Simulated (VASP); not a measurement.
Method: PBE GGA, VASP's PBE PAW potentials (set 64) (plane waves; VASP 6.6.1).

VASP input:

### POSCAR
```
BiN
2.9680490
  1.0000000000   0.0000000000   0.0000000000
  0.0000000000   1.0000000000   0.0000000000
  0.0000000000   0.0000000000   1.0000000000
Bi N
1 1
Direct
 -0.0261650000  -0.0017880000   0.0174440000
  0.5261650000   0.5017880000   0.4825560000
```

File KPOINTS:
```
K-points
0
Gamma
 5 5 5
```

INCAR:
```
# general
SYSTEM  = BiN
PREC    = Accurate
ENCUT   = 400   # plane-wave cut-off (eV)
LREAL   = F
LASPH   = T   # aspherical one-centre terms

# electronic loop
EDIFF   = 1E-6   # SCF stop (eV)
NELM    = 100
ALGO    = Normal   # blocked Davidson
LMAXMIX = 4   # l cut-off of mixed one-centre charges

# smearing
ISMEAR  = 0   # Gaussian
SIGMA   = 0.272

# functional
GGA     = PE   # PBE

# ions
ISIF    = 2

# output
LWAVE   = F
LCHARG  = F
```

POTCAR, in this order: Bi_d N (PBE.64 set). Program: vasp_std.

The run wrote:

### OSZICAR
```
       N       E                     dE             d eps       ncg     rms          rms(c)
DAV:   1     0.147283877020E+03    0.14728E+03   -0.95780E+03  1784   0.163E+03
DAV:   2    -0.157640989762E+01   -0.14886E+03   -0.14577E+03  1944   0.394E+02
DAV:   3    -0.108665697526E+02   -0.92902E+01   -0.91820E+01  2196   0.103E+02
DAV:   4    -0.110232053230E+02   -0.15664E+00   -0.15660E+00  1954   0.142E+01
DAV:   5    -0.110284591006E+02   -0.52538E-02   -0.52537E-02  2436   0.242E+00    0.822E+00
DAV:   6    -0.918663597701E+01    0.18418E+01   -0.14921E+01  2628   0.313E+01    0.393E+00
DAV:   7    -0.897343050367E+01    0.21321E+00   -0.12899E+00  1998   0.861E+00    0.170E+00
DAV:   8    -0.899798721286E+01   -0.24557E-01   -0.44321E-01  1962   0.490E+00    0.170E+00
DAV:   9    -0.896041083976E+01    0.37576E-01   -0.15346E-01  1906   0.277E+00    0.337E-01
DAV:  10    -0.896110386085E+01   -0.69302E-03   -0.60199E-03  1872   0.589E-01    0.200E-01
DAV:  11    -0.896107981908E+01    0.24042E-04   -0.26357E-04  2640   0.122E-01    0.994E-02
DAV:  12    -0.896108316461E+01   -0.33455E-05   -0.22871E-05  1836   0.401E-02    0.348E-02
DAV:  13    -0.896107993819E+01    0.32264E-05   -0.61274E-06  2004   0.199E-02    0.180E-02
DAV:  14    -0.896107946427E+01    0.47392E-06   -0.45225E-06  1896   0.156E-02
   1 F= -.89610795E+01 E0= -.89486948E+01  d E =-.247692E-01
```

**OUTCAR**
```
------------------------ aborting loop because EDIFF is reached ----------------------------------------
  FORCE on cell =-STRESS in cart. coord.  units (eV):
  Direction    XX          YY          ZZ          XY          YZ          ZX
  --------------------------------------------------------------------------------------
  Total        6.0569004      6.0930575      6.0701683      0.0154161     -0.0119615     -0.1322364
  in kB      371.1485906    373.3641902    371.9616093      0.9446536     -0.7329658     -8.1030497
  external PRESSURE =     372.1581300 kB  Pullay stress =       0.0000000 kB
  volume of cell :       26.15
      direct lattice vectors                 reciprocal lattice vectors
     2.968049000  0.000000000  0.000000000     0.336921661  0.000000000  0.000000000
     0.000000000  2.968049000  0.000000000     0.000000000  0.336921661  0.000000000
     0.000000000  0.000000000  2.968049000     0.000000000  0.000000000  0.336921661
 POSITION                                       TOTAL-FORCE (eV/Angst)
 -----------------------------------------------------------------------------------
      2.89039      2.96274      0.05177        -0.027287      0.003171     -0.006096
      1.56168      1.48933      1.43225         0.027287     -0.003171      0.006096
 -----------------------------------------------------------------------------------
    total drift:                               -0.000137     -0.000199     -0.000533
  FREE ENERGIE OF THE ION-ELECTRON SYSTEM (eV)
  ---------------------------------------------------
  free  energy   TOTEN  =        -8.9610794643 eV

  energy  without entropy=       -8.9363102171  energy(sigma->0) =       -8.94869484
```
(Selected blocks of OUTCAR.)

OUTCAR:
```
 val. band max:       12.1005196928   @ k =  -0.2000   0.2000   0.0000

 cond. band min:      12.1476766201   @ k =   0.2000   0.0000   0.2000


 Fermi energy:        12.1048700265

 k-point     1 :       0.0000    0.0000    0.0000
  band No.  band energies     occupation
      1     -11.4546      2.00000
      2     -11.4512      2.00000
      3     -10.6432      2.00000
      4     -10.6410      2.00000
      5     -10.6373      2.00000
      6      -6.0588      2.00000
      7       4.7635      2.00000
      8       9.6610      2.00000
      9       9.7155      2.00000
     10       9.8329      2.00000
     11      19.1841      0.00000
     12      19.7998      0.00000
     13      21.3988      0.00000
     14      21.7750      0.00000

 k-point     2 :       0.2000    0.0000    0.0000
  band No.  band energies     occupation
      1     -11.4402      2.00000
      2     -11.2577      2.00000
      3     -10.7187      2.00000
      4     -10.7182      2.00000
      5     -10.6333      2.00000
      6      -5.3918      2.00000
      7       3.2614      2.00000
      8      10.0449      2.00000
      9      10.1848      2.00000
     10      10.2453      2.00000
     11      17.2670      0.00000
     12      19.7898      0.00000
     13      20.5341      0.00000
     14      21.1451      0.00000

 k-point     3 :       0.0000    0.2000    0.0000
  band No.  band energies     occupation
      1     -11.4368      2.00000
      2     -11.2585      2.00000
      3     -10.7202      2.00000
      4     -10.7190      2.00000
      5     -10.6338      2.00000
      6      -5.3805      2.00000
      7       3.2016      2.00000
      8       9.9716      2.00000
      9      10.2462      2.00000
     10      10.3331      2.00000
     11      17.4428      0.00000
     12      19.2364      0.00000
     13      20.5484      0.00000
     14      21.6250      0.00000

 k-point     4 :       0.0000    0.0000    0.2000
  band No.  band energies     occupation
...
```

At this cut-off the stress carries a Pulay error, which pulls relaxed volumes low.  Unless said otherwise, spin-orbit coupling is left out, though it shifts the bands of the heavy elements here.

The structure was generated: BiN was put into an ordered model structure, which need not be its known phase. The cell was not relaxed at this level, atoms are displaced from their ideal sites. The k-mesh is coarse (spacing up to 0.42 per Å, 2π included), so the numbers may not be converged in it. The run is one of a series of settings (KPOINTS 5×5×5 Γ-centred mesh against the base run), some of them coarse on purpose.
